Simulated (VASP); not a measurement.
Input of a VASP 6.6.1 run:

INCAR

```
PREC = Accurate ; ENCUT = 520
EDIFF = 1E-6 ; ISMEAR = 0
SIGMA = 0.05 ; LREAL = F
LASPH = T ; NELM = 60
ALGO = Normal ; ISIF = 2
LWAVE = F ; LCHARG = T
ISPIN = 2 ; MAGMOM = 0.5 0 0
LORBIT = 11 ; NUPDOWN = 1
LMAXMIX = 4 ; LDAU = T
LDAUTYPE = 2 ; LDAUL = 2 -1
LDAUU = 7 0 ; LDAUJ = 0 0
LDAUPRINT = 1 ; GGA = PS
LELF = T ; LVHAR = T
```

Contents of KPOINTS:

```
regular mesh
0
Gamma
  5 5 5
```

File POSCAR:

```
TcSe2
1.0
    0.0000000000      3.1457489900      3.1457489900
    3.1457489900      0.0000000000      3.1457489900
    3.1457489900      3.1457489900      0.0000000000
Tc Se
1 2
Direct
    0.0000000000      0.0000000000      0.0000000000
    0.2500000000      0.2500000000      0.2500000000
    0.7500000000      0.7500000000      0.7500000000
```

Potentials or basis: VASP PAW PBE potentials, release 64 (Tc_pv, Se).

The run is started by

```bash
$ cat potpaw_PBE.64/Tc_pv/POTCAR potpaw_PBE.64/Se/POTCAR > POTCAR
$ mpirun -np 1 vasp_std > vasp.out
```

Problem. Predict the pressure.

Solution. -7.5 GPa.

Eigenvalues of the final occupation matrices:
```tsv
site	spin	trace	eigenvalues
site 1 d	1	3.34	0.52 0.52 0.52 0.89 0.89
site 1 d	2	1.71	0.24 0.24 0.41 0.41 0.41
```

Caveat: the PAW data sets were made with another functional, which shifts forces and pressure a little; the total moment is fixed, so each spin has its own Fermi level. The state reached can hang on the start; a lower one may exist.
